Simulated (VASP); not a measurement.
# Fe: magnetic orders

Wanted: the lowest of several collinear orders of Fe. The start is a cell from a database of measured crystal structures.

Calculated with VASP 6.6.1; PBE, spin-polarised, from parallel moments; plane waves and PAW (Fe), in the first sound run; inputs show where later runs differ.

The database entry behind the starting cell differs from later determinations by our own check (an axis about 0.7 % long against later determinations), so it need not match the best structure at ambient conditions.

### Step 1. Set-up

It takes space group Im-3m (No. 229, cubic). The conventional cell has a = 2.886 Å, b = 2.886 Å, c = 2.886 Å, α = 90.00°, β = 90.00°, γ = 90.00°. Fe has 8 Fe at 2.50 Å nearest.

### Step 2. Magnetic order, 1 atoms, start order ferro

Each run starts from other signs of the moments at the same geometry and cutoff; gentle mixing helps it keep them. Any wave vector in a name is a fraction of the reciprocal vectors of the first cell as typed.

INCAR reads:

```
SYSTEM = Fe
PREC = Accurate
ENCUT = 350
EDIFF = 1E-06
NELM = 150
ISMEAR = -1
SIGMA = 0.15
LREAL = .FALSE.
ALGO = Normal
GGA = PE
ISPIN = 2
MAGMOM = 2.8
LMAXMIX = 4
LORBIT = 11
LWAVE = .FALSE.
LCHARG = .TRUE.
KPAR = 4
AMIX = 0.2
BMIX = 1E-04
AMIX_MAG = 0.8
BMIX_MAG = 1E-04
```

POSCAR reads:

```
Fe
1.0
   -1.4430000000      1.4430000000      1.4430000000
    1.4430000000     -1.4430000000      1.4430000000
    1.4430000000      1.4430000000     -1.4430000000
Fe
1
Direct
    0.0000000000      0.0000000000      0.0000000000
```

KPOINTS reads:

```
Automatic mesh
0
Gamma
22 22 22
0 0 0
```

PAW data sets: Fe (PBE family, release 64).

Run with:

```console
> mpirun -np 4 vasp_std
```

Output:

```text
[banner, memory and clock lines left out]
running    4 mpi-ranks, on    1 nodes
 distrk:  each k-point on    1 cores,    4 groups
 distr:  one band on    1 cores,    1 groups

 POSCAR found type information on POSCAR Fe
 POSCAR found :  1 types and       1 ions
 LDA part: xc-table for (Slater+PW92), standard interpolation
 POSCAR, INCAR and KPOINTS ok, starting setup
 FFT: planning ... GRIDC
 FFT: planning ... GRID_SOFT
 FFT: planning ... GRID
 WAVECAR not read
 entering main loop
       N       E                     dE             d eps       ncg     rms          rms(c)
DAV:   1     0.104195466255E+02    0.10420E+02   -0.32344E+03 12481   0.784E+02
DAV:   2    -0.901978231570E+01   -0.19439E+02   -0.17983E+02 11889   0.110E+02
DAV:   3    -0.922129265567E+01   -0.20151E+00   -0.20087E+00 13285   0.152E+01
DAV:   4    -0.922221806849E+01   -0.92541E-03   -0.92534E-03 12962   0.964E-01
DAV:   5    -0.922222734925E+01   -0.92808E-05   -0.92814E-05 12872   0.865E-02    0.107E+01
DAV:   6    -0.834389211306E+01    0.87834E+00   -0.39056E+00 12568   0.308E+01    0.523E+00
DAV:   7    -0.827086833454E+01    0.73024E-01   -0.12891E+00 12922   0.154E+01    0.356E+00
DAV:   8    -0.826820330993E+01    0.26650E-02   -0.22474E-02 12605   0.209E+00    0.275E+00
DAV:   9    -0.826674705082E+01    0.14563E-02   -0.18114E-02 13667   0.120E+00    0.192E+00
DAV:  10    -0.826019781853E+01    0.65492E-02   -0.18158E-02 12546   0.202E+00    0.658E-01
DAV:  11    -0.825990896723E+01    0.28885E-03   -0.46170E-03 12869   0.844E-01    0.635E-02
DAV:  12    -0.825993015150E+01   -0.21184E-04   -0.27390E-05 12184   0.536E-02    0.185E-02
DAV:  13    -0.825993357699E+01   -0.34255E-05   -0.66407E-06 12810   0.217E-02    0.101E-02
DAV:  14    -0.825993475603E+01   -0.11790E-05   -0.77307E-07  6212   0.826E-03    0.270E-03
DAV:  15    -0.825993573133E+01   -0.97530E-06   -0.15826E-07  5935   0.611E-03
   1 F= -.82599357E+01 E0= -.82218193E+01  d E =-.762330E-01  mag=     2.3160
```

Wall time 6 s (4 MPI ranks of Intel Xeon 6975P-C (Granite Rapids), shared host); peak memory 0.56 GiB.

The logs omit lines about the potential files and the build; timing stands in the text.

From OUTCAR (step 2):

```text
ion  position               nearest neighbor table
   1  0.000  0.000  0.000-

  LATTYP: Found a body centered cubic cell.
 ALAT       =     2.8860000000

 Subroutine GETGRP returns: Found 48 space group operations
 (whereof 48 operations were pure point group operations)

The static configuration has the point symmetry O_h .

 Found    328 irreducible k-points:

   k-points           NKPTS =    328   k-points in BZ     NKDIM =    328   number of bands    NBANDS=      9

   dimension x,y,z NGX =    16 NGY =   16 NGZ =   16
   dimension x,y,z NGXF=    32 NGYF=   32 NGZF=   32

   ENCUT  =  350.0 eV  25.72 Ry    5.07 a.u.   3.81  3.81  3.81*2*pi/ulx,y,z

   NELECT =       8.0000    total number of electrons

 k-points in reciprocal lattice and weights: Automatic mesh
   0.00000000  0.00000000  0.00000000       0.000
   0.04545455  0.00000000  0.00000000       0.001
   0.09090909  0.00000000  0.00000000       0.001
   0.13636364  0.00000000  0.00000000       0.001
   0.18181818  0.00000000  0.00000000       0.001
   0.22727273  0.00000000  0.00000000       0.001
   0.27272727  0.00000000  0.00000000       0.001
   0.31818182  0.00000000  0.00000000       0.001
   0.36363636  0.00000000  0.00000000       0.001
[...]
0.50000000  0.50000000  0.45454545       0.001
   0.50000000  0.50000000  0.50000000       0.000

 average (electrostatic) potential at core
       1 -43.7933

 E-fermi :   5.2921

 spin component 1
 k-point     1 :       0.0000    0.0000    0.0000
  band No.  band energies     occupation
    ...
      2       3.0271      1.00000
      3       3.0271      1.00000
      4       3.0271      1.00000
      5       4.1901      0.99936
      6       4.1901      0.99936
      7      29.7339      0.00000
      8      29.7339      0.00000
      9      29.7339      0.00000

 k-point     2 :       0.0455    0.0000    0.0000
  band No.  band energies     occupation
    ...
      2       3.0058      1.00000
      3       3.0261      1.00000
      4       3.0696      1.00000
      5       4.1683      0.99944
      6       4.1918      0.99935
      7      29.1189      0.00000
      8      29.6062      0.00000
      9      29.6547      0.00000

 k-point     3 :       0.0909    0.0000    0.0000
  band No.  band energies     occupation
    ...
      2       2.9438      1.00000
      3       3.0189      1.00000
      4       3.1947      1.00000
      5       4.1124      0.99962
      6       4.1970      0.99933
      7      27.6306      0.00000
      8      29.1586      0.00000
      9      29.4480      0.00000

 k-point     4 :       0.1364    0.0000    0.0000
  band No.  band energies     occupation
    ...
      2       2.8473      1.00000
      3       2.9956      1.00000
      4       3.3963      1.00000
      5       4.0487      0.99975
      6       4.2067      0.99928
      7      25.7260      0.00000
      8      28.3717      0.00000
      9      29.1772      0.00000

 k-point     5 :       0.1818    0.0000    0.0000
  band No.  band energies     occupation
    ...
      2       2.7250      1.00000
      3       2.9520      1.00000
      4       3.6632      0.99998
      5       4.0089      0.99981
      6       4.2212      0.99921
      7      23.6446      0.00000
      8      27.3995      0.00000
      9      28.8952      0.00000

 k-point     6 :       0.2273    0.0000    0.0000
  band No.  band energies     occupation
    ...
      2       2.5883      1.00000
      3       2.9153      1.00000
      4       3.9801      0.99984
      5       4.0122      0.99980
      6       4.2410      0.99910
      7      21.5146      0.00000
      8      26.4049      0.00000
      9      28.6367      0.00000

  Total       -0.6415625     -0.6415625     -0.6415625     -0.0000000     -0.0000000      0.0000000
  in kB      -85.5245010    -85.5245010    -85.5245010     -0.0000000     -0.0000000      0.0000000
  external PRESSURE =     -85.5245010 kB  Pullay stress =       0.0000000 kB

  energy-cutoff  :      350.00
  volume of cell :       12.02
      direct lattice vectors                 reciprocal lattice vectors
    -1.443000000  1.443000000  1.443000000     0.000000000  0.346500347  0.346500347
     1.443000000 -1.443000000  1.443000000     0.346500347  0.000000000  0.346500347
     1.443000000  1.443000000 -1.443000000     0.346500347  0.346500347  0.000000000

 POSITION                                       TOTAL-FORCE (eV/Angst)
 -----------------------------------------------------------------------------------
      0.00000      0.00000      0.00000         0.000000     -0.000000      0.000000
 -----------------------------------------------------------------------------------
    total drift:                                0.000000      0.000000     -0.000000

  FREE ENERGIE OF THE ION-ELECTRON SYSTEM (eV)
  ---------------------------------------------------
  free  energy   TOTEN  =        -8.2599357313 eV

  energy  without entropy=       -8.1837027759  energy(sigma->0) =       -8.22181925

 total charge
# of ion       s       p       d       tot
------------------------------------------
    1        0.465   0.493   6.196   7.153

 magnetization (x)
# of ion       s       p       d       tot
------------------------------------------
    1       -0.014  -0.055   2.391   2.322

[... 6 further parts left out ...]
```

The cell holds one magnetic atom, so no antiferromagnetic order fits into it. LASPH is off, so gradient terms of the non-spherical density inside the spheres are left out; for open d or f shells this can shift gaps and moments.

This step gave:

* electronic cycles: 15
* electrons: 8
* free energy (TOTEN): -8.260 eV
* energy at zero smearing: -8.222 eV
* Fermi energy: 5.292 eV
* moment of the cell, from the last line of the log: 2.316 μB
* metallic: yes

Spin moment in the PAW sphere by atom:

```csv
atom,spin moment in the PAW sphere (μB)
Fe1,2.32
```

Spin density in the ac plane of the conventional cell at fractional y = 0.000, with atoms of Fe within 0.2 Å of it.

Ten even steps from '_' (0.0 e/Å³) to '@' (3.7 e/Å³), each cell a mean:
```
%%##==..______________::==##
++==::..______________..::==
::::..__________________..::
____________________________
____________________________
____________________________
____________________________
____________________________
____________________________
____________________________
::..____________________....
++==::________________..::==
%%**==..______________::==##
@@%%++::______________::++%%
```
Columns run along a (2.9 Å), rows up along c (2.9 Å), edges of the conventional cell, whose origin can differ from the input's. Atoms in or near the plane, at fractional coordinates: Fe at (0.00, 0.00).

Valence density in the ac plane of the conventional cell at fractional y = 0.000, with atoms of Fe within 0.2 Å of it. It is the smooth field of the valence electrons, not physical close to the nuclei.

Ten even steps from '0' (0.2 e/Å³) to '9' (8.1 e/Å³), each cell a mean:
```
86410000000247
54200000000124
21100000000012
00000000000000
00000000000000
00000000000000
00000000000000
00000000000000
00000000000000
00000000000000
11000000000001
43200000000124
86310000000146
98410000000258
```
Columns run along a (2.9 Å), rows up along c (2.9 Å), edges of the conventional cell, whose origin can differ from the input's. Atoms in or near the plane, at fractional coordinates: Fe at (0.00, 0.00).

The largest moment at the end is 2.32 μB, and the moments of the cell sum to 2.32 μB.

### Step 3. Magnetic order, 2 atoms, start order antiferro q=(1/2,1/2,1/2)

This step: PBE, spin-polarised, from moments of both signs; plane waves and PAW (Fe) (VASP 6.6.1).

System of this step: Fe. The structure is cubic, space group Im-3m (No. 229). Conventional cell: a = 2.886 Å, b = 2.886 Å, c = 2.886 Å, α = 90.00°, β = 90.00°, γ = 90.00°. Nearest to Fe lie 8 Fe at 2.50 Å.

Edit INCAR of step 2 so:

```diff
@@ -11,3 +11,3 @@
 ISPIN = 2
-MAGMOM = 2.8
+MAGMOM = 2.8 -2.8
 LMAXMIX = 4
```

POSCAR reads:

```
Fe
1.0
   -2.8860000000      2.8860000000      2.8860000000
    0.0000000000      0.0000000000      2.8860000000
    0.0000000000      2.8860000000      0.0000000000
Fe
2
Direct
    0.0000000000      0.0000000000      0.0000000000
    0.5000000000      0.0000000000      0.0000000000
```

KPOINTS reads:

```
Automatic mesh
0
Gamma
11 22 22
0 0 0
```

Run with:

```console
> mpirun -np 4 vasp_std
```

Output:

```text
[banner, memory and clock lines left out]
running    4 mpi-ranks, on    1 nodes
 distrk:  each k-point on    1 cores,    4 groups
 distr:  one band on    1 cores,    1 groups

 POSCAR found type information on POSCAR Fe
 POSCAR found :  1 types and       2 ions
 LDA part: xc-table for (Slater+PW92), standard interpolation
 POSCAR, INCAR and KPOINTS ok, starting setup
 FFT: planning ... GRIDC
 FFT: planning ... GRID_SOFT
 FFT: planning ... GRID
 WAVECAR not read
 entering main loop
       N       E                     dE             d eps       ncg     rms          rms(c)
DAV:   1     0.714994723552E+02    0.71499E+02   -0.58693E+03  8864   0.126E+03
DAV:   2    -0.153751416997E+02   -0.86875E+02   -0.81005E+02  8836   0.277E+02
DAV:   3    -0.183494145923E+02   -0.29743E+01   -0.26011E+01  9912   0.638E+01
DAV:   4    -0.184248143704E+02   -0.75400E-01   -0.71506E-01  9116   0.909E+00
DAV:   5    -0.184257296892E+02   -0.91532E-03   -0.91129E-03  9504   0.825E-01    0.153E+01
DAV:   6    -0.160143442491E+02    0.24114E+01   -0.64362E+00  9032   0.476E+01    0.662E+00
DAV:   7    -0.157481409176E+02    0.26620E+00   -0.16043E+00  8948   0.225E+01    0.362E+00
DAV:   8    -0.157300937362E+02    0.18047E-01   -0.26444E-02  8792   0.313E+00    0.264E+00
DAV:   9    -0.157139193534E+02    0.16174E-01   -0.27687E-03 11164   0.701E-01    0.122E+00
DAV:  10    -0.157076640385E+02    0.62553E-02   -0.14098E-02  8744   0.232E+00    0.109E-01
DAV:  11    -0.157076184083E+02    0.45630E-04   -0.12888E-04  8800   0.186E-01    0.480E-02
DAV:  12    -0.157076084380E+02    0.99703E-05   -0.48893E-05  8988   0.141E-01    0.145E-02
DAV:  13    -0.157076165206E+02   -0.80826E-05   -0.10749E-05  9544   0.596E-02    0.402E-03
DAV:  14    -0.157076190866E+02   -0.25660E-05   -0.72150E-07  4376   0.164E-02    0.140E-03
DAV:  15    -0.157076178603E+02    0.12263E-05   -0.20890E-07  4392   0.555E-03    0.948E-04
DAV:  16    -0.157076170833E+02    0.77707E-06   -0.34369E-08  4376   0.289E-03
   1 F= -.15707617E+02 E0= -.15510219E+02  d E =-.394797E+00  mag=     0.0000
```

The job ended after 11 s (4 MPI ranks; peak memory 0.64 GiB; 41 s of CPU time).

OUTCAR, selected parts (step 3):

```text
  LATTYP: Found a simple cubic cell.
 ALAT       =     2.8860000000

The static configuration has the point symmetry O_h .

 Found    182 irreducible k-points:

   k-points           NKPTS =    182   k-points in BZ     NKDIM =    182   number of bands    NBANDS=     12

   dimension x,y,z NGX =    32 NGY =   18 NGZ =   18
   dimension x,y,z NGXF=    64 NGYF=   36 NGZF=   36

   ENCUT  =  350.0 eV  25.72 Ry    5.07 a.u.   7.63  4.40  4.40*2*pi/ulx,y,z

   NELECT =      16.0000    total number of electrons

 E-fermi :   5.5959

 spin component 1
 k-point     1 :       0.0000    0.0000    0.0000
  band No.  band energies     occupation
    ...
      2       1.4300      1.00000
      3       1.4300      1.00000
      4       3.7047      1.00000
      5       3.7047      1.00000
      6       3.7047      1.00000
      7       5.6467      0.41610
      8       5.6467      0.41610
      9       6.5777      0.00143
     10       6.5777      0.00143
     11       6.5777      0.00143
    ...

 k-point     2 :       0.0909    0.0000    0.0000
  band No.  band energies     occupation
    ...
      3       1.4963      1.00000
      4       3.6920      1.00000
      5       3.6920      1.00000
      6       3.7410      1.00000
      7       5.5768      0.53174
      8       5.6734      0.37358
      9       6.4386      0.00362
     10       6.4386      0.00362
     11       6.5375      0.00187
     12      13.8816      0.00000

 k-point     3 :       0.1818    0.0000    0.0000
  band No.  band energies     occupation
    ...
      3       1.6872      1.00000
      4       3.6608      1.00000
      5       3.6608      1.00000
      6       3.8442      0.99999
      7       5.3752      0.81329
      8       5.7407      0.27579
      9       6.0926      0.03520
     10       6.0926      0.03520
     11       6.4243      0.00398
     12      11.8610      0.00000

 k-point     4 :       0.2727    0.0000    0.0000
  band No.  band energies     occupation
    ...
      3       1.9771      1.00000
      4       3.6272      1.00000
      5       3.6272      1.00000
      6       3.9949      0.99998
      7       5.0701      0.97084
      8       5.6834      0.35825
      9       5.6834      0.35825
     10       5.8031      0.20077
     11       6.2600      0.01180
     12       9.8377      0.00000

  Total       -1.6461879     -1.6461879     -1.6461879     -0.0000000     -0.0000000     -0.0000000
  in kB     -109.7238425   -109.7238425   -109.7238425     -0.0000000     -0.0000000     -0.0000000
  external PRESSURE =    -109.7238425 kB  Pullay stress =       0.0000000 kB

  energy-cutoff  :      350.00
  volume of cell :       24.04
      direct lattice vectors                 reciprocal lattice vectors
    -2.886000000  2.886000000  2.886000000    -0.346500347  0.000000000  0.000000000
     0.000000000  0.000000000  2.886000000     0.346500347  0.000000000  0.346500347
     0.000000000  2.886000000  0.000000000     0.346500347  0.346500347  0.000000000

 POSITION                                       TOTAL-FORCE (eV/Angst)
 -----------------------------------------------------------------------------------
      0.00000      0.00000      0.00000         0.000000      0.000000      0.000000
     -1.44300      1.44300      1.44300        -0.000000     -0.000000     -0.000000
 -----------------------------------------------------------------------------------
    total drift:                                0.000000     -0.000000      0.000000

  FREE ENERGIE OF THE ION-ELECTRON SYSTEM (eV)
  ---------------------------------------------------
  free  energy   TOTEN  =       -15.7076170833 eV

  energy  without entropy=      -15.3128204662  energy(sigma->0) =      -15.51021877

 total charge
# of ion       s       p       d       tot
------------------------------------------
    1        0.471   0.497   6.184   7.152
    2        0.471   0.497   6.184   7.152
--------------------------------------------------
tot          0.942   0.994  12.367  14.304

 magnetization (x)
# of ion       s       p       d       tot
------------------------------------------
    1        0.029   0.027   1.798   1.855
    2       -0.029  -0.027  -1.798  -1.855
--------------------------------------------------
tot          0.000   0.000   0.000   0.000

[... 1 part as in an earlier step ...]

[... 6 further parts left out ...]
```

The magnetic state follows from one typed start and may not be the lowest.

This step gave:

- electronic cycles: 16
- electrons: 16
- free energy (TOTEN): -15.71 eV
- energy at zero smearing: -15.51 eV
- Fermi energy: 5.596 eV

Spin moment in the PAW sphere by atom:

```csv
atom,spin moment in the PAW sphere (μB)
Fe1,1.85
Fe2,-1.85
```

[end of part 1 of 2]

[Lines on the potential files, build, host, timing and source positions are cut from VASP's logs without a mark.]

[Logs are printed without paths, hosts, clocks, repeated set-up lines and the standing remarks that a program may print on its own settings, such as how far it seeks lower states.]

[Hosts, paths, dates, database ids (printed as entryN), source tags and the programs' standing remarks are cut or masked in the printed files.]

[Runs that stopped without an error message from VASP are left out.]
